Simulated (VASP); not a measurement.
Level of theory: PBE GGA with D4 dispersion, VASP's PBE PAW potentials (set 64) (plane waves; VASP).

VASP input:

**INCAR**
```
# general
SYSTEM = K
PREC   = Accurate
ENCUT  = 520   # plane-wave cut-off (eV)
LREAL  = .False.   # projection in real space or not
LASPH  = .True.   # aspherical one-centre terms

# electronic loop
EDIFF  = 1E-7
NELM   = 100
ALGO   = Normal

# smearing
ISMEAR = 1
SIGMA  = 0.1   # width (eV)

# functional
GGA    = PE   # PBE
IVDW   = 13

# ions
ISIF   = 2   # forces and stress, cell fixed

# output
LWAVE  = .False.
LCHARG = .False.
```

### KPOINTS
```
Automatic mesh
0
Gamma
10 10 10
0 0 0
```

File POSCAR:
```
K
4.4586880
 -0.5773502849   0.5773502849   0.5773502849
  0.5773502849  -0.5773502849   0.5773502849
  0.5773502849   0.5773502849  -0.5773502849
K
1
direct
  0.0000000000   0.0000000000   0.0000000000
```

POTCAR, in this order: K_sv (PBE.64 set). Program: vasp_std.

The run wrote:

**OSZICAR**
```
       N       E                     dE             d eps       ncg     rms          rms(c)
DAV:   1     0.451635111352E+02    0.45164E+02   -0.36816E+03   752   0.863E+02
DAV:   2     0.296348214281E+00   -0.44867E+02   -0.44592E+02   752   0.215E+02
DAV:   3    -0.101190392230E+01   -0.13083E+01   -0.13058E+01  1280   0.338E+01
DAV:   4    -0.103809949536E+01   -0.26196E-01   -0.25760E-01  1136   0.358E+00
DAV:   5    -0.103840873473E+01   -0.30924E-03   -0.30924E-03  1328   0.273E-01    0.220E+00
DAV:   6    -0.103828792834E+01    0.12081E-03   -0.16310E-03  1200   0.314E-01    0.137E+00
DAV:   7    -0.103861963366E+01   -0.33171E-03   -0.33250E-03  1224   0.432E-01    0.601E-02
DAV:   8    -0.103866556209E+01   -0.45928E-04   -0.16578E-04  1176   0.182E-01    0.187E-02
DAV:   9    -0.103867738283E+01   -0.11821E-04   -0.14153E-05  1160   0.300E-02    0.399E-03
DAV:  10    -0.103867772345E+01   -0.34062E-06   -0.15179E-06  1208   0.995E-03    0.170E-03
DAV:  11    -0.103867764939E+01    0.74060E-07   -0.42497E-08   984   0.269E-03
   1 F= -.10673455E+01 E0= -.10669911E+01  d E =-.106308E-02
```

OUTCAR:
```
------------------------ aborting loop because EDIFF is reached ----------------------------------------
  Edisp (eV):   -0.02867
  FORCE on cell =-STRESS in cart. coord.  units (eV):
  Direction    XX          YY          ZZ          XY          YZ          ZX
  --------------------------------------------------------------------------------------
  Total       0.10527     0.10527     0.10527    -0.00000     0.00000    -0.00000
  in kB       2.47192     2.47192     2.47192    -0.00000     0.00000    -0.00000
  external pressure =        2.47 kB  Pullay stress =        0.00 kB
  volume of cell :       68.23
      direct lattice vectors                 reciprocal lattice vectors
    -2.574224787  2.574224787  2.574224787     0.000000000  0.194233232  0.194233232
     2.574224787 -2.574224787  2.574224787     0.194233232  0.000000000  0.194233232
     2.574224787  2.574224787 -2.574224787     0.194233232  0.194233232  0.000000000
 POSITION                                       TOTAL-FORCE (eV/Angst)
 -----------------------------------------------------------------------------------
      0.00000      0.00000      0.00000         0.000000      0.000000      0.000000
 -----------------------------------------------------------------------------------
    total drift:                               -0.000000     -0.000000      0.000000
  FREE ENERGIE OF THE ION-ELECTRON SYSTEM (eV)
  ---------------------------------------------------
  free  energy   TOTEN  =        -1.0673454751 eV

  energy  without entropy=       -1.0662823950  energy(sigma->0) =       -1.06699112
```
(Selected blocks of OUTCAR.)

The compound is K in the bcc structure. This cell is one point of a volume scan, at 0.97 of the reference volume.
